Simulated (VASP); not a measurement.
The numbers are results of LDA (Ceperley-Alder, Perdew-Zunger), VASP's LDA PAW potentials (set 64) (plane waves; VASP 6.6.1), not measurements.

The input files of a VASP run:

File KPOINTS:
```
Regular mesh
0
G
8 8 8
```

**INCAR**
```
SYSTEM = GaSb
PREC = Accurate; ENCUT = 500; LREAL = F
LASPH = T
EDIFF = 1E-6; NELM = 100; ALGO = Normal
LMAXMIX = 4
ISMEAR = 0; SIGMA = 0.05
IBRION = 2; NSW = 40; ISIF = 3
EDIFFG = -0.02; PSTRESS = 450
LWAVE = F; LCHARG = F
```

File POSCAR:
```
GaSb
1
    0.0000000000     2.7589810357     2.7589810357
    2.7589810357     0.0000000000     2.7589810357
    2.7589810357     2.7589810357     0.0000000000
Ga Sb
1 1
Direct
  0.0000000000   0.0000000000   0.0000000000
  0.2500000000   0.2500000000   0.2500000000
```

POTCAR, in this order: Ga_d Sb (LDA.64 set). Program: vasp_std.

### Question
What will the output report for the number of irreducible k-points (NKPTS), largest plane-wave count, number of space-group operations, FFT grid (NGX, NGY, NGZ)?

### Answer

| Item | Result |
|---|---|
| number of irreducible k-points (NKPTS) | 29 |
| largest plane-wave count | 1090 |
| number of space-group operations | 24 |
| FFT grid (NGX, NGY, NGZ) | 28 × 28 × 28 |

The compound is GaSb in the zinc blende structure. This run relaxes it under an external pressure of 45 GPa. Symmetry was kept, so distortions that lower it aren't found.
